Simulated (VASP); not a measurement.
# GW on WS2 (Tungstenite), part 4 of 4

Aim: the quasiparticle gap of WS2 (Tungstenite), and what it costs to get it. The cell has space group P6_3/mmc. The start is a cell from a database of measured crystal structures.

VASP 6.6.1, plane waves and PAW; the level of theory is named at each step.

So far, quasiparticle gap on the mesh (eV): step 4 (G0W0, ENCUTGW 80, bands in the sums 184) 1.55; step 6 (G0W0, ENCUTGW 110, bands in the sums 288) 1.58; step 8 (G0W0, ENCUTGW 140, bands in the sums 416) 1.60.

The database entry behind the starting cell differs from later determinations by our own check (an axis about 1.4 % long against later determinations), so it need not match the best structure at ambient conditions.

### 9. G0W0, one more run

Level of this step: G0W0 on PBE, no spin polarisation; plane waves and PAW (W_sv_GW, S_GW) (VASP).

A run with a slip in its input follows, to show how it looks in the output.

Contents of INCAR:

```
SYSTEM = WS2
PREC = Accurate
ENCUT = 340
ISMEAR = 0
SIGMA = 0.01
LREAL = .FALSE.
GGA = PE
NBANDS = 416
LASPH = .TRUE.
ALGO = EVGW0
NELMGW = 1
ENCUTGW = 25
NOMEGA = 48
PRECFOCK = Fast
NBANDSGW = 40
LWAVE = .FALSE.
LCHARG = .FALSE.
```

Contents of POSCAR:

```
WS2
1.0
    3.1800000000      0.0000000000      0.0000000000
   -1.5900000000      2.7539607840      0.0000000000
    0.0000000000      0.0000000000     12.5000000000
W S
2 4
Direct
    0.3333333333      0.6666666667      0.2500000000
    0.6666666667      0.3333333333      0.7500000000
    0.3333333333      0.6666666667      0.6250000000
    0.6666666667      0.3333333333      0.1250000000
    0.3333333333      0.6666666667      0.8750000000
    0.6666666667      0.3333333333      0.3750000000
```

Contents of KPOINTS:

```
Automatic mesh
0
Gamma
6 6 2
0 0 0
```

PAW data sets: W_sv_GW and S_GW (PBE family, release 64).

On the command line:

```sh
$ mpirun -np 8 vasp_std
```

Log:

```text
[banner, memory and clock lines left out]
running    8 mpi-ranks, on    1 nodes
 distrk:  each k-point on    8 cores,    1 groups
 distr:  one band on    1 cores,    8 groups

 POSCAR found type information on POSCAR W S
 POSCAR found :  2 types and       6 ions
 [... a notice as in an earlier step ...]

|                                                                             |
|           W    W    AA    RRRRR   N    N  II  N    N   GGGG   !!!           |
|           W    W   A  A   R    R  NN   N  II  NN   N  G    G  !!!           |
|           W    W  A    A  R    R  N N  N  II  N N  N  G       !!!           |
|           W WW W  AAAAAA  RRRRR   N  N N  II  N  N N  G  GGG   !            |
|           WW  WW  A    A  R   R   N   NN  II  N   NN  G    G                |
|           W    W  A    A  R    R  N    N  II  N    N   GGGG   !!!           |
|                                                                             |
|     The default for ENCUTGWSOFT is different in this version of VASP.       |
|     please manually set ENCUTGWSOFT =25 in the INCAR file.                  |
|                                                                             |

 LDA part: xc-table for (Slater+PW92), standard interpolation
 found WAVECAR, reading the header
 POSCAR, INCAR and KPOINTS ok, starting setup
 FFT: planning ... GRIDC
 FFT: planning ... GRID_SOFT
 FFT: planning ... GRID
 reading WAVECAR
 the WAVECAR file was read successfully
 initial charge from wavefunction
 available memory per node:     35.26 GB, setting MAXMEM to     36106

 The Fermi energy was updated, please check that it is located mid-gap
 values below the HOMO (VB) or above the LUMO (CB) will cause erroneous energies
 E-fermi :   8.0179

 calculate exact exchange contribution
 the WAVEDER file was read successfully
 [... a notice as in an earlier step ...]

energies w=
    0.000    0.000    1.094    0.000    2.183    0.000    3.263    0.000
    4.332    0.000    5.386    0.000    6.423    0.000    7.442    0.000
    8.442    0.000    9.424    0.000   10.388    0.000   11.337    0.000
   12.272    0.000   13.196    0.000   14.111    0.000   15.020    0.000
   15.927    0.000   16.835    0.000   17.748    0.000   18.669    0.000
   19.604    0.000   20.556    0.000   21.532    0.000   22.538    0.000
   23.579    0.000   24.663    0.000   25.799    0.000   26.997    0.000
   28.269    0.000   29.628    0.000   31.091    0.000   32.679    0.000
   34.416    0.000   36.334    0.000   38.472    0.000   40.879    0.000
   43.623    0.000   46.788    0.000   50.493    0.000   54.900    0.000
   60.241    0.000   66.860    0.000   75.284    0.000   86.369    0.000
  101.602    0.000  123.813    0.000  159.125    0.000  223.736    0.000
 responsefunction array rank=      48
 LDA part: xc-table for (Slater+PW92), standard interpolation

 min. memory requirement per mpi rank    274.5 MB, per node   2196.0 MB

 allocating   6 responsefunctions rank=    48
 shmem allocating  48 responsefunctions rank=    48
 response function shared by NCSHMEM nodes    1
 Doing            6  frequencies on each core in blocks of           48
NQ=   1    0.0000    0.0000    0.0000,
|.........|.........|.........|.........|.........|.........|.........|.........
 performed       1926000 updates of chi_q(r,r)
 total number of BLAS operations         25.90 Gflops
NQ=   2    0.1667    0.0000    0.0000,
|.........|.........|.........|.........|.........|.........|.........|.........
 performed       5382000 updates of chi_q(r,r)
 total number of BLAS operations         57.87 Gflops
NQ=   3    0.3333    0.0000    0.0000,
|.........|.........|.........|.........|.........|.........|.........|.........
 performed       8838000 updates of chi_q(r,r)
 total number of BLAS operations         86.19 Gflops
NQ=   4    0.5000    0.0000    0.0000,
|.........|.........|.........|.........|.........|.........|.........|.........
 performed      11429000 updates of chi_q(r,r)
 total number of BLAS operations        107.42 Gflops
NQ=   5    0.1667    0.1667    0.0000,
|.........|.........|.........|.........|.........|.........|.........|.........
 performed      14885000 updates of chi_q(r,r)
 total number of BLAS operations        130.68 Gflops
NQ=   6    0.3333    0.1667    0.0000,
|.........|.........|.........|.........|.........|.........|.........|.........
 performed      18741000 updates of chi_q(r,r)
 total number of BLAS operations        158.45 Gflops
NQ=   7    0.3333    0.3333    0.0000,
|.........|.........|.........|.........|.........|.........|.........|.........
 performed      20999000 updates of chi_q(r,r)
 total number of BLAS operations        171.62 Gflops
NQ=   8    0.0000    0.0000    0.5000,
|.........|.........|.........|.........|.........|.........|.........|.........
 performed      22925000 updates of chi_q(r,r)
 total number of BLAS operations        189.43 Gflops
NQ=   9    0.1667    0.0000    0.5000,
|.........|.........|.........|.........|.........|.........|.........|.........
 performed      26381000 updates of chi_q(r,r)
 total number of BLAS operations        217.75 Gflops
NQ=  10    0.3333    0.0000    0.5000,
|.........|.........|.........|.........|.........|.........|.........|.........
 performed      29837000 updates of chi_q(r,r)
 total number of BLAS operations        242.64 Gflops
NQ=  11    0.5000    0.0000    0.5000,
|.........|.........|.........|.........|.........|.........|.........|.........
 performed      32428000 updates of chi_q(r,r)
 total number of BLAS operations        263.87 Gflops
NQ=  12    0.1667    0.1667    0.5000,
|.........|.........|.........|.........|.........|.........|.........|.........
 performed      35884000 updates of chi_q(r,r)
 total number of BLAS operations        295.84 Gflops
NQ=  13    0.3333    0.1667    0.5000,
|.........|.........|.........|.........|.........|.........|.........|.........
 performed      39740000 updates of chi_q(r,r)
 total number of BLAS operations        323.61 Gflops
NQ=  14    0.3333    0.3333    0.5000,
|.........|.........|.........|.........|.........|.........|.........|.........
 performed      41998000 updates of chi_q(r,r)
 total number of BLAS operations        334.02 Gflops
 resolving degeneracies of screened two electron integrals

 calculate QP shifts <psi_nk| G(iteration)W_0 |psi_nk>: iteration 1
 entering main loop
```

Elapsed: 5.1 min, on 8 MPI ranks of Intel Xeon 6975P-C (Granite Rapids), shared host; peak memory 2.5 GiB.

From OUTCAR (step 9):

```text
   NELECT =      52.0000    total number of electrons

 E-fermi :   8.0179

 QP shifts <psi_nk| G(iteration)W_0 |psi_nk>: iteration 1
 for sc-GW calculations column KS-energies equals QP-energies in previous step
 and V_xc(KS)=  KS-energies - (<T + V_ion + V_H > + <T+V_H+V_ion>^1  + <V_x>^1)
 k-point   1 :       0.0000    0.0000    0.0000
  band No.  KS-energies  QP-energies   sigma(KS)   V_xc(KS)     V^pw_x(r,r')   Z            occupation Imag(sigma)
    ...
     23       5.2297       5.4402     -14.9116     -15.1770     -17.1534       0.7930       2.0000       0.2845
     24       5.9234       5.9347     -13.6836     -13.6979     -16.2995       0.7953       2.0000       0.3077
     25       6.4038       6.5603     -13.8328     -14.0306     -15.2612       0.7909       2.0000       0.2264
     26       7.4947       7.8479     -14.7434     -15.1895     -15.8722       0.7920       2.0000       0.1628
     27       9.7386      10.8359     -13.5447     -14.9206     -10.2770       0.7975       0.0000      -0.3039
     28       9.7386      10.8359     -13.5447     -14.9206     -10.2770       0.7975       0.0000      -0.3039
     29       9.7463      10.8394     -13.4779     -14.8480     -10.1997       0.7978       0.0000      -0.3047
     30       9.7463      10.8394     -13.4779     -14.8480     -10.1997       0.7978       0.0000      -0.3047
    ...

 k-point   2 :       0.1667    0.0000    0.0000
  band No.  KS-energies  QP-energies   sigma(KS)   V_xc(KS)     V^pw_x(r,r')   Z            occupation Imag(sigma)
    ...
     23       5.1779       5.1505     -13.6280     -13.5935     -16.2405       0.7939       2.0000       0.3216
     24       6.0061       6.0360     -13.7174     -13.7550     -16.2967       0.7965       2.0000       0.2985
     25       6.3222       6.5227     -14.1704     -14.4241     -15.7451       0.7905       2.0000       0.2370
     26       6.6874       6.9562     -14.4228     -14.7622     -15.8822       0.7920       2.0000       0.2102
     27       9.0678       9.9522     -13.0518     -14.1591      -9.9783       0.7987       0.0000      -0.2764
     28       9.4895      10.5148     -13.6034     -14.8913     -10.5797       0.7961       0.0000      -0.2927
     29       9.5979      10.6176     -13.5508     -14.8263     -10.0709       0.7995       0.0000      -0.3074
     30       9.6812      10.7495     -13.7609     -15.1044     -10.6512       0.7952       0.0000      -0.3096
    ...

[... 9 parts as in an earlier step ...]

[... 7 further parts left out ...]
```

The run converged, but on settings that are not sound, so its numbers are not to be trusted.

The fault in the input: response cutoff far too low (ENCUTGW = 25). 

### 10. Summary

This step: GW series: G0W0 on PBE; plane waves and PAW (VASP 6.6.1).

This step runs nothing: it gathers the runs above.

Numbers from this step:

```
gap extrapolated to a complete basis        : 1.643 eV
direct gap extrapolated to a complete basis : 2.385 eV
```

Cost is wall time times ranks on a shared host, with the step that makes the empty bands. GW runs:

| level | bands | ENCUTGW (eV) | NOMEGA | k mesh | starting gap (eV) | quasiparticle gap (eV) | direct gap (eV) | cost (core minutes) |
| --- | --- | --- | --- | --- | --- | --- | --- | --- |
| G0W0 | 184 | 80 | 48 | 6x6x2 | 1.046 | 1.546 | 2.395 | 40.28 |
| G0W0 | 288 | 110 | 48 | 6x6x2 | 1.046 | 1.58 | 2.388 | 59.16 |
| G0W0 | 416 | 140 | 48 | 6x6x2 | 1.046 | 1.603 | 2.391 | 90.41 |

### 11. Outcome

| Item | Value |
| --- | --- |
| G0W0 on PBE, 416 bands, ENCUTGW 140 eV, NOMEGA 48, mesh 6×6×2 | 1.046 → 1.603 eV |
| G0W0 on PBE, 184 bands, ENCUTGW 80 eV, NOMEGA 48, mesh 6×6×2 | 1.046 → 1.546 eV |
| gap at a complete basis (linear in ENCUTGW^-3/2) | 1.64 eV |

G0W0 gives a quasiparticle gap of 1.603 eV on the mesh, 0.56 eV over the PBE gap on the same mesh. On mesh and path the starting valence top lies at Γ and the conduction bottom at (0.167, 0.167, 0), so the starting gap is indirect. Both points lie on the GW mesh. The steps of the series move the gap by +34, +22 meV; the last costs 1.5 times the one before. The last step lies within a tolerance of 30 meV, picked for this account, and the last two together move the gap by +56 meV. Extrapolated from the last three points to a complete basis, the gap is 1.64 eV, +41 meV from the dearest run. The three points are fitted by a line in ENCUTGW^-3/2; a bend in them isn't tested. The extrapolation removes the error of the response basis alone, at this mesh, ENCUT and data set. Spin-orbit coupling is left out; with W in the cell it can split or shift band edges, by an amount that depends on which atoms form them and isn't tested here. The atoms weren't relaxed and carry forces of up to 0.16 eV/Å at PBE in the first static run, so the numbers belong to the given coordinates, and a relaxation would change them. VASP warned that the automatic setting of its frequency mesh failed, and advised more k points, in all GW runs. Those values are in doubt. Not tabulated here, as repeats of values shown or as unfit to read for their mesh, reference level or band range: eps2 curves (empty bands); eps1 curves and static values (empty bands); gaps (empty bands). The run with response cutoff far too low isn't used: the response function can't resolve the local fields. It gave 1.481 eV for the quasiparticle gap on the mesh, against 1.603 eV in the run without the slip that is nearest to it in settings (INCAR differs in ENCUTGW).

[Lines on the potential files, build, host, timing and source positions are cut from VASP's logs without a mark.]

[Logs are printed without paths, hosts, clocks, repeated set-up lines and the standing remarks that a program may print on its own settings, such as how far it seeks lower states.]

[Hosts, paths, dates, database ids (printed as entryN), source tags and the programs' standing remarks are cut or masked in the printed files.]

[Pressures printed for these runs are not shown converged in the cutoff: they can be off by several GPa and have the wrong sign.]

[In band tables of VASP the shares of atoms and orbitals are scaled to a sum of 1 inside the atoms' spheres.]
